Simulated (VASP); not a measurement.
VASP runs on NbN (rock salt) share one base input (PBE GGA, plane waves, VASP's PBE PAW potentials (set 64)) and change the settings named in each case.

INCAR:
```
! general
SYSTEM  = NbN
PREC    = Accurate
ENCUT   = 520
LREAL   = .FALSE.
LASPH   = .TRUE.   ! aspherical one-centre terms

! electronic loop
EDIFF   = 1E-6
NELM    = 100   ! most electronic steps
ALGO    = Normal   ! blocked Davidson
LMAXMIX = 4   ! l cut-off of mixed one-centre charges

! smearing
ISMEAR  = 1   ! Methfessel-Paxton
SIGMA   = 0.1   ! width (eV)

! functional
GGA     = PE   ! PBE

! ions
ISIF    = 2   ! forces and stress, cell fixed

! output
LWAVE   = .FALSE.
LCHARG  = .FALSE.
```

**KPOINTS**
```
Automatic mesh
0
Gamma
13 13 13
0 0 0
```

### POSCAR
```
NbN
4.390
  0.0000000000   0.5000000000   0.5000000000
  0.5000000000   0.0000000000   0.5000000000
  0.5000000000   0.5000000000   0.0000000000
Nb N
1 1
Cartesian
  0.0000000000   0.0000000000   0.0000000000
  0.5000000000   0.5000000000   0.5000000000
```

POTCAR, in this order: Nb_sv N (PBE.64 set). Program: vasp_std.

```
change                      E(σ→0) (eV/atom)  pressure (GPa)  −TS (eV)
--------------------------  ----------------  --------------  --------
base run                            -10.2664            6.13    0.0006
ISMEAR = -1, SIGMA = 0.3            -10.2632            7.83   -0.2851
SIGMA = 0.05                        -10.2664            6.14    0.0001
ISMEAR = 2, SIGMA = 0.02            -10.2663            6.14   -0.0001
SIGMA = 0.3                         -10.2659            6.14    0.0035
SIGMA = 0.2                         -10.2661            6.14    0.0017
ISMEAR = 0, SIGMA = 0.01            -10.2663            6.14   -0.0001
ISMEAR = -5, SIGMA removed          -10.2659            6.17    0.0000
ISMEAR = -4, SIGMA removed          -10.2361            6.84    0.0000
```

Left out are runs that ran out of time, are held back, or changed the cell or the kind of run, fixed moments of cells without a moment, rows past the twelfth, gaps on odd meshes, pressures of charged cells and columns that move by less than the noise.

The compound is NbN in the rock salt structure, the cubic δ form, which competes with hexagonal ones. The cell was not relaxed at this level. VASP warned that the highest band is occupied, so more bands are needed.
